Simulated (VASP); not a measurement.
Consider the following.

```
BN
1.0
    1.25530    -2.17424     0.00000
    1.25530     2.17424     0.00000
    0.00000     0.00000     6.62384
B N
2 2
Cartesian
  1.25530   0.72475   1.65596
  1.25530  -0.72475   4.96788
  1.25530  -0.72475   1.65596
  1.25530   0.72475   4.96788
```

Level of theory: optB88-vdW, VASP's PBE PAW potentials (set 64) (plane waves; VASP). Settings: 520 eV cut-off, 11×11×4 Γ-centred mesh, tetrahedra with Blöchl corrections, potentials B N.

Question: Estimate the energy per atom (σ→0).

Answer: 
```
Quantity                           Result
---------------------  ------------------
energy per atom (σ→0)  -752.1 kJ/mol-atom
```

Total energies compare only between runs with the same potentials, cut-off and functional.

The compound is BN in the hex structure. It was relaxed first.
